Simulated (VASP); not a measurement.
Runs of VASP 6.6.1 on C. Symmetry: P6_3/mmc, No. 194, hexagonal system. The conventional cell has a = 2.461 Å, b = 2.461 Å, c = 8.050 Å, α = 90.00°, β = 90.00°, γ = 120.00°. C (site symmetry -6m2) has 3 C at 1.42 Å as nearest neighbours. C (site symmetry -6m2) is surrounded by 3 C at 1.42 Å. The cell was built by a generator and needn't be a form met in nature.

```csv
level,potentials or basis,gap on the mesh (eV),pressure (GPa)
PBE+D3(BJ),"VASP PAW PBE potentials, release 64 (C)",1.00,1.1
optB86b-vdW,"VASP PAW PBE potentials, release 64 (C)",0.99,1.1
PBE+TS,"VASP PAW PBE potentials, release 64 (C)",1.00,-0.5
SCAN+rVV10,"VASP PAW PBE potentials, release 64 (C)",1.06,(a)
PBEsol,"VASP PAW PBE potentials, release 64 (C)",1.00,-0.1
PBE+MBD,"VASP PAW PBE potentials, release 64 (C)",1.00,0.2
r2SCAN+rVV10,"VASP PAW PBE potentials, release 64 (C)",1.06,-1.6
SCAN,"VASP PAW PBE potentials, release 64 (C)",1.06,-2.5
PBE+D2,"VASP PAW PBE potentials, release 64 (C)",1.00,(b)
vdW-DF2,"VASP PAW PBE potentials, release 64 (C)",0.97,3.7
rev-vdW-DF2,"VASP PAW PBE potentials, release 64 (C)",0.99,0.7
LDA,"VASP PAW LDA potentials, release 64 (C)",0.99,-4.3
```

Alike in all rows: task single point; no spin polarisation; cell as given; k mesh 16 × 16 × 4; cutoff (eV) 520; smearing fermi-dirac 0.05 eV.

Task: Estimate the missing entries.

Result: (a) -2.9; (b) 0.9.

Caveats: the PAW data sets were made with another functional, which shifts forces and pressure a little (some runs); this functional lacks dispersion, which binds the layers, so the pressure and a relaxed spacing across them are unreliable (some runs).

A k mesh can miss the band edges.
